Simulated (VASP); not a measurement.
Calculation: LDA (Ceperley-Alder, Perdew-Zunger), VASP's LDA PAW potentials (set 64) (plane waves; VASP).

A VASP calculation is set up with these files.

### INCAR
```
LWAVE  =  .FALSE.
LCHARG  =  .FALSE.
SYSTEM  =  TiC
NELM  =  100
LREAL  =  .FALSE.
ISMEAR  =  -1
EDIFF  =  1E-6   ! SCF stop (eV)
ENCUT  =  400   ! plane-wave cut-off (eV)
ISIF  =  2
SIGMA  =  0.05   ! width (eV)
LASPH  =  .TRUE.   ! aspherical one-centre terms
PREC  =  Accurate
LMAXMIX  =  4   ! l cut-off of mixed one-centre charges
ALGO  =  Normal   ! blocked Davidson
```

File KPOINTS:
```
K-points
0
G
11 11 11
0 0 0
```

POSCAR:
```
TiC
1
    0.0000000000     2.1657200000     2.1657200000
    2.1657200000     0.0000000000     2.1657200000
    2.1657200000     2.1657200000     0.0000000000
Ti C
1 1
Direct
  0.0145330000   0.0012940000  -0.0210030000
  0.4854670000   0.4987060000   0.5210030000
```

POTCAR, in this order: Ti_sv C (LDA.64 set). Program: vasp_std.

Output

### OSZICAR
```
       N       E                     dE             d eps       ncg     rms          rms(c)
DAV:   1     0.991682566242E+02    0.99168E+02   -0.71571E+03 16024   0.135E+03
DAV:   2    -0.176555927004E+02   -0.11682E+03   -0.11079E+03 16648   0.347E+02
DAV:   3    -0.256149105659E+02   -0.79593E+01   -0.76897E+01 20408   0.882E+01
DAV:   4    -0.259878032244E+02   -0.37289E+00   -0.37234E+00 21064   0.184E+01
DAV:   5    -0.259997431082E+02   -0.11940E-01   -0.11939E-01 21612   0.286E+00    0.185E+01
DAV:   6    -0.211957595664E+02    0.48040E+01   -0.32042E+01 19144   0.699E+01    0.726E+00
DAV:   7    -0.205088381035E+02    0.68692E+00   -0.49779E+00 18468   0.287E+01    0.489E+00
DAV:   8    -0.204640512981E+02    0.44787E-01   -0.16233E-01 17552   0.517E+00    0.296E+00
DAV:   9    -0.204538075563E+02    0.10244E-01   -0.14579E-01 17352   0.455E+00    0.753E-01
DAV:  10    -0.204504565096E+02    0.33510E-02   -0.15512E-02 22768   0.181E+00    0.523E-01
DAV:  11    -0.204490947301E+02    0.13618E-02   -0.90238E-03 16916   0.148E+00    0.146E-01
DAV:  12    -0.204490246375E+02    0.70093E-04   -0.79595E-04 17476   0.469E-01    0.389E-02
DAV:  13    -0.204490108245E+02    0.13813E-04   -0.42048E-05 23304   0.744E-02    0.115E-02
DAV:  14    -0.204490100653E+02    0.75919E-06   -0.23619E-06 16504   0.207E-02
   1 F= -.20449010E+02 E0= -.20447708E+02  d E =-.260492E-02
```

File OUTCAR:
```
------------------------ aborting loop because EDIFF is reached ----------------------------------------
  FORCE on cell =-STRESS in cart. coord.  units (eV):
  Direction    XX          YY          ZZ          XY          YZ          ZX
  --------------------------------------------------------------------------------------
  Total       -1.4228828     -1.6602987     -1.5096113     -0.0535881      0.0464381      0.1262795
  in kB     -112.2129003   -130.9362511   -119.0525763     -4.2261228      3.6622491      9.9587916
  external PRESSURE =    -120.7339092 kB  Pullay stress =       0.0000000 kB
  volume of cell :       20.32
      direct lattice vectors                 reciprocal lattice vectors
     0.000000000  2.165720000  2.165720000    -0.230870103  0.230870103  0.230870103
     2.165720000  0.000000000  2.165720000     0.230870103 -0.230870103  0.230870103
     2.165720000  2.165720000  0.000000000     0.230870103  0.230870103 -0.230870103
 POSITION                                       TOTAL-FORCE (eV/Angst)
 -----------------------------------------------------------------------------------
      2.12304      2.15171      0.03428         0.718685      0.235036     -0.581081
      2.20840      2.17973      2.13144        -0.718685     -0.235036      0.581081
 -----------------------------------------------------------------------------------
    total drift:                               -0.000068      0.000076     -0.000036
  FREE ENERGIE OF THE ION-ELECTRON SYSTEM (eV)
  ---------------------------------------------------
  free  energy   TOTEN  =       -20.4490100653 eV

  energy  without entropy=      -20.4464051470  energy(sigma->0) =      -20.44770761
```
(Selected blocks of OUTCAR.)

OUTCAR:
```
 val. band max:        9.2458680874   @ k =   0.2727   0.0000   0.2727

 cond. band min:       9.3026053669   @ k =   0.0000   0.1818   0.1818


 Fermi energy:         9.2915549000

 k-point     1 :       0.0000    0.0000    0.0000
  band No.  band energies     occupation
      1     -46.6308      2.00000
      2     -23.0501      2.00000
      3     -23.0482      2.00000
      4     -23.0468      2.00000
      5      -2.9519      2.00000
      6       9.4828      0.04267
      7       9.5788      0.00638
      8       9.8090      0.00006
      9      10.1808      0.00000
     10      10.6370      0.00000
     11      11.3446      0.00000
     12      11.6189      0.00000

 k-point     2 :       0.0909    0.0000    0.0000
  band No.  band energies     occupation
      1     -46.6251      2.00000
      2     -23.0904      2.00000
      3     -23.0535      2.00000
      4     -23.0519      2.00000
      5      -2.7666      2.00000
      6       8.7374      1.99997
      7       9.2375      1.49326
      8       9.3717      0.33498
      9      10.1356      0.00000
     10      10.3581      0.00000
     11      11.3221      0.00000
     12      12.6742      0.00000

 k-point     3 :       0.0000    0.0909    0.0000
  band No.  band energies     occupation
      1     -46.6251      2.00000
      2     -23.0918      2.00000
      3     -23.0533      2.00000
      4     -23.0509      2.00000
      5      -2.7662      2.00000
      6       8.6900      1.99999
      7       9.2094      1.67572
      8       9.5419      0.01328
      9      10.2007      0.00000
     10      10.2676      0.00000
     11      11.1955      0.00000
     12      12.6073      0.00000

 k-point     4 :       0.0000    0.0000    0.0909
  band No.  band energies     occupation
      1     -46.6251      2.00000
      2     -23.0909      2.00000
      3     -23.0527      2.00000
      4     -23.0520      2.00000
      5      -2.7669      2.00000
      6       8.8271      1.99982
...
```

At this cut-off the stress carries a Pulay error, which pulls relaxed volumes low.

The structure comes from a computed database's TiC entry; how it stands against other phases isn't given here. The cell was not relaxed at this level, atoms are displaced from their ideal sites. The run is one of a series of settings (GGA removed, POTCAR Ti_sv C (LDA.64 set) against the base run), some of them coarse on purpose.
